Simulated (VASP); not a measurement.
SiC (wurtzite) relaxed at rising pressure, in one space group throughout; other phases were not tried. The pressures are those reached. Calculation: LDA (Ceperley-Alder, Perdew-Zunger), VASP's LDA PAW potentials (set 64) (plane waves; VASP).

```json
[
 {"P (GPa)": "-0.13", "V (Å³/atom)": "10.160", "k-mesh": "8×8×5"},
 {"P (GPa)": "4.98", "V (Å³/atom)": "9.946", "k-mesh": "8×8×5"},
 {"P (GPa)": "9.98", "V (Å³/atom)": "9.755", "k-mesh": "8×8×5"},
 {"P (GPa)": "19.85", "V (Å³/atom)": "9.423", "k-mesh": "9×9×5"},
 {"P (GPa)": "30.04", "V (Å³/atom)": "9.128", "k-mesh": "9×9×5"}
]
```

A change of mesh leaves a small step in the series.

### Question
Fit an equation of state and predict the volume at 44.98 GPa.

### Answer
Least squares on the third-order Birch-Murnaghan form, P = (3B0/2)(y⁷ − y⁵)[1 + (3/4)(B′ − 4)(y² − 1)] with y = (V0/V)^(1/3), gives V0 = 10.154 Å³/atom, B0 = 231 GPa and B′ = 3.8, and so 8.760 Å³/atom. The run gave 8.761 Å³/atom, +0.0 % from the fit.

Pressures at which the relaxation failed are left out.

The compound is SiC in the wurtzite structure, the rare 2H polytype.
